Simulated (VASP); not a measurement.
Data:

```
Gd
1.0
    1.85130    -3.20655     0.00000
    1.85130     3.20655     0.00000
    0.00000     0.00000     5.89560
Gd
2
Cartesian
  1.85130   1.06885   1.47390
  1.85130  -1.06885   4.42170
```

The numbers are results of PBE GGA, VASP's PBE PAW potentials (set 64) (plane waves; VASP 6.6.1), not measurements. Run with 350 eV cut-off, 10×10×6 Γ-centred mesh, first-order Methfessel-Paxton smearing of 0.10 eV, potentials Gd_3.

The 4f electrons are frozen in the core of the lanthanide potential, so 4f levels, which can set the real gap, and their magnetism are missing.

Q: Give the stress tensor in GPa (positive for a compressed cell).

A: 
```
-1.77   0.00   0.00
 0.00  -1.77   0.00
 0.00   0.00  -2.89
```
The pressure is its mean diagonal, -2.14 GPa.

The compound is Gd in the hcp structure. The cell was not relaxed at this level. The run is one of a series of settings (ENCUT = 350 against the base run), some of them coarse on purpose.
